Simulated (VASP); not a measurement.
```
CELL_PARAMETERS angstrom
     -2.96555     2.96555     1.61485
      2.96555    -2.96555     1.61485
      2.96555     2.96555    -1.61485
ATOMIC_POSITIONS crystal
  Sn 0.25000 0.75000 0.50000
  Sn 0.00000 0.00000 0.00000
```

Calculation: PW91 GGA, VASP's PBE PAW potentials (set 64) (plane waves; VASP). Numerical set-up: 520 eV cut-off, Gaussian smearing of 0.050 eV, potentials Sn_d.

Task: Give the energies of bands 11 to 17 at the high-symmetry points, in eV from the Fermi level.

Result: 
| band | Γ | X | M | Z | P | N |
|---|---|---|---|---|---|---|
| 11 | -10.79 | -8.65 | -7.43 | -6.46 | -5.92 | -6.83 |
| 12 | -3.78 | -8.65 | -7.43 | -5.53 | -5.92 | -5.26 |
| 13 | -1.86 | 0.60 | -4.53 | -2.85 | -3.32 | -2.33 |
| 14 | -1.86 | 0.60 | -4.53 | -2.73 | -3.32 | -1.60 |
| 15 | 3.10 | 1.50 | 4.89 | -2.73 | 3.44 | -1.06 |
| 16 | 5.98 | 1.50 | 4.89 | 2.84 | 3.44 | 2.33 |
| 17 | 5.98 | 5.82 | 8.91 | 5.45 | 3.75 | 2.74 |

It has no gap at this level: it comes out as a metal or semimetal.

The compound is Sn in the beta structure. It was relaxed first, which changed the volume by +5 %.
